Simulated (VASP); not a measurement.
Data:

```yaml
crystal:
  lattice:
    - [3.48339, 0.00000, 0.00000]
    - [0.00000, 3.48339, 0.00000]
    - [0.00000, 0.00000, 3.48339]
  atoms:
    - { symbol: Al, position: [0.00000, 0.00000, 0.00000] }
    - { symbol: Ni, position: [0.00000, 0.50000, 0.50000], spin: 0.2 }
    - { symbol: Ni, position: [0.50000, 0.00000, 0.50000], spin: 0.2 }
    - { symbol: Ni, position: [0.50000, 0.50000, 0.00000], spin: 0.2 }
```

Calculation: PBEsol GGA, VASP's PBE PAW potentials (set 64) (plane waves; VASP 6.6.1). Numerical set-up: 480 eV cut-off, 8×8×8 Γ-centred mesh, first-order Methfessel-Paxton smearing of 0.10 eV, potentials Al Ni.

Give the stress tensor in GPa (positive for a compressed cell).

```
6.68  0.00  0.00
0.00  6.68  0.00
0.00  0.00  6.68
```
The pressure is its mean diagonal, 6.68 GPa.

The compound is Ni3Al in the L1_2 structure. This cell was strained or had an atom moved on purpose.
